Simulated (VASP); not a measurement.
A run of VASP 6.6.1 is set up as follows.

INCAR

```
PREC     = Accurate       # precision mode
ENCUT    = 520            # plane-wave cutoff, eV
EDIFF    = 1E-7           # SCF threshold, eV
ISMEAR   = -1             # smearing method
SIGMA    = 0.05           # smearing width, eV
LREAL    = Auto         
LASPH    = True           # aspherical terms in the spheres
NELM     = 150            # most SCF steps
ALGO     = Normal         # electronic algorithm
ISIF     = 2              # what is computed and relaxed
LWAVE    = False          # write WAVECAR
LCHARG   = False          # write CHGCAR
ISPIN    = 2              # spin polarisation
MAGMOM   = 0 0 0 0 0 0 0 0 0 -0.06 -0.12 0 -0.06 -0.13 0 -0.06 -0.12 0 0 -0.12 0 0 0 0 0 # initial moments
LORBIT   = 11             # projections on sites
GGA      = PS             # functional
NBANDS   = 86             # bands
```

File KPOINTS:

```
regular mesh
0
Gamma
  1 1 1
```

The input POSCAR:

```
Ca8H12Br5
1.0
    7.8058800000      0.0000000000      0.0000000000
   -3.9029400000      6.7600900000      0.0000000000
    0.0000000000      0.0000000000     18.8287650000
Ca H Br
8 12 5
Direct
    0.3333385326      0.1666693787      0.1207248590
    0.2123793396      0.4141512909      0.3690098634
    0.3333313610      0.6666627219      0.1207248590
    0.1297425709      0.8753285829      0.3827176132
    0.8333334082      0.1666693787      0.1207248590
    0.7253289996      0.3783381582      0.3616275417
    0.8333262366      0.6666627219      0.1207248590
    0.7033797724      0.8796184666      0.3407817772
    0.3595216923      0.2219053297      0.3837160855
    0.1666693787      0.3333387573      0.1075375894
    0.0000000000      0.0000000000      0.0531102279
    0.3928900055      0.7878297478      0.3832009163
    0.1666622070      0.8333321006      0.1075375894
   -0.0000071716      0.4999933433      0.0531102279
    0.8771702985      0.1762994280      0.3306908339
    0.6666642543      0.3333387573      0.1075375894
    0.4999948757      0.0000000000      0.0531102279
    0.8361007669      0.7159224212      0.4029472990
    0.6666698936      0.8333321006      0.1075375894
    0.5000005149      0.4999933433      0.0531102279
    0.0247511664     -0.0223665661      0.2492409885
    0.0231229404      0.5216054816      0.2613448094
    0.4983863127      0.0617595328      0.2437281468
    0.5396329175      0.5387502237      0.2640003208
    0.9739370731      0.4758812383      0.4746992169
```

Potentials or basis: VASP PAW PBE potentials, release 64 (Ca_sv, H, Br).

Launch:

```console
$ cat potpaw_PBE.64/Ca_sv/POTCAR potpaw_PBE.64/H/POTCAR potpaw_PBE.64/Br/POTCAR > POTCAR
$ mpirun -np 1 vasp_gam > vasp.out
```

Predict the largest force.

1.961 eV/Å.

What does it give for the net moment?

-0.98 μB per cell.

What does it give for the band gap on the k mesh?

0.17 eV, direct.

Forces on the atoms (eV/Å):
```
Ca   0.067 -0.113 -1.110
Ca  -0.281 -0.162 -0.436
Ca  -0.097  0.197 -1.044
Ca   1.860  0.267 -0.558
Ca  -0.173 -0.029 -0.941
Ca  -0.754 -0.667 -0.698
Ca   0.100  0.110 -1.032
Ca  -0.742 -0.080 -0.085
H   -0.141 -0.092  0.337
H   -0.013  0.037  0.322
H   -0.007 -0.007  0.957
H   -0.051 -0.379  0.107
H    0.034 -0.057  0.027
H    0.018 -0.006  0.960
H    0.001  0.728  0.905
H    0.030  0.093  0.096
H    0.006  0.012  0.900
H   -0.716 -0.146 -0.298
H   -0.021  0.000  0.261
H   -0.010  0.013  0.975
Br  -0.057 -0.004 -0.020
Br   0.202  0.596 -0.108
Br   0.543 -0.122  0.412
Br  -0.294 -0.313 -0.011
Br   0.495  0.124  0.082
```

Caveat: the PAW data sets were made with another functional, which shifts forces and pressure a little.
